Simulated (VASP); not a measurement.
OSZICAR of a VASP run on C (graphite):

### OSZICAR
```
       N       E                     dE             d eps       ncg     rms          rms(c)
DAV:   1     0.547130046059E+02    0.54713E+02   -0.92512E+03  1008   0.142E+03
DAV:   2    -0.393148763950E+02   -0.94028E+02   -0.87131E+02  1400   0.250E+02
DAV:   3    -0.432824580576E+02   -0.39676E+01   -0.39413E+01  1308   0.524E+01
DAV:   4    -0.433329218976E+02   -0.50464E-01   -0.50418E-01  1244   0.697E+00
DAV:   5    -0.433339570160E+02   -0.10351E-02   -0.10349E-02  1248   0.955E-01    0.937E+00
DAV:   6    -0.411449096896E+02    0.21890E+01   -0.22608E+00  1180   0.104E+01    0.533E+00
DAV:   7    -0.404698530183E+02    0.67506E+00   -0.22898E+00  1188   0.106E+01    0.139E+00
DAV:   8    -0.404715979896E+02   -0.17450E-02   -0.80968E-02  1148   0.198E+00    0.150E-01
DAV:   9    -0.404710399860E+02    0.55800E-03   -0.19630E-03  1264   0.358E-01    0.678E-02
DAV:  10    -0.404710320847E+02    0.79014E-05   -0.13966E-04  1248   0.909E-02    0.325E-02
DAV:  11    -0.404710305508E+02    0.15339E-05   -0.34394E-06  1208   0.167E-02    0.158E-03
DAV:  12    -0.404710305054E+02    0.45400E-07   -0.29744E-07   884   0.441E-03
   1 F= -.40471031E+02 E0= -.40471031E+02  d E =-.404710E+02
       N       E                     dE             d eps       ncg     rms          rms(c)
DAV:   1    -0.404707785016E+02    0.25205E-03   -0.12550E-02  1136   0.119E+00    0.869E-02
DAV:   2    -0.404706978456E+02    0.80656E-04   -0.16676E-04  1280   0.124E-01    0.555E-02
DAV:   3    -0.404706498026E+02    0.48043E-04   -0.53270E-05  1196   0.617E-02    0.913E-03
DAV:   4    -0.404706495562E+02    0.24638E-06   -0.11249E-06  1028   0.913E-03
   2 F= -.40470650E+02 E0= -.40470650E+02  d E =0.380949E-03
       N       E                     dE             d eps       ncg     rms          rms(c)
DAV:   1    -0.404711794979E+02   -0.52970E-03   -0.61332E-03  1136   0.831E-01    0.608E-02
DAV:   2    -0.404711409864E+02    0.38512E-04   -0.80968E-05  1272   0.862E-02    0.389E-02
DAV:   3    -0.404711166639E+02    0.24323E-04   -0.26019E-05  1188   0.430E-02    0.638E-03
DAV:   4    -0.404711166451E+02    0.18769E-07   -0.53110E-07   868   0.639E-03
   3 F= -.40471117E+02 E0= -.40471117E+02  d E =-.861396E-04
```

Question: Which electronic solver shows in the log?

Answer: It is blocked Davidson (ALGO = Normal, or the opening steps of other solvers). The INCAR had ALGO = Normal.

Question: Can the final energy be trusted as converged?

Answer: The run converged. It stopped with EDIFF = 1E-6, NELM = 100, NSW = 40 and EDIFFG = -0.02 after 3 ionic steps (LDA (Ceperley-Alder, Perdew-Zunger), plane waves, VASP's LDA PAW potentials (set 64)).

The compound is C in the graphite structure. This run relaxes it. Symmetry was kept, so distortions that lower it aren't found.
